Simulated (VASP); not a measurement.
Input:

```yaml
crystal:
  lattice:
    - [-2.58611, 2.58611, 2.58611]
    - [2.58611, -2.58611, 2.58611]
    - [2.58611, 2.58611, -2.58611]
  atoms:
    - { symbol: K, position: [0.00000, 0.00000, 0.00000] }
```

Computed with vdW-DF-cx, VASP's PBE PAW potentials (set 64) (plane waves; VASP 6.6.1). Settings: 520 eV cut-off, 10×10×10 Γ-centred mesh, first-order Methfessel-Paxton smearing of 0.10 eV, potentials K_sv.

### Question
Predict the energy per atom (σ→0), band gap (on the k-mesh) with the smallest direct gap where there is one.

### Answer

```yaml
band gap (on the k-mesh): none (metal, semimetal or under 0.01 eV)
energy per atom (σ→0): 1.203 eV/atom
```

Only differences to runs with the same potentials and settings are physical.

The compound is K in the bcc structure. This cell is one point of a volume scan, at 0.94 of the reference volume.
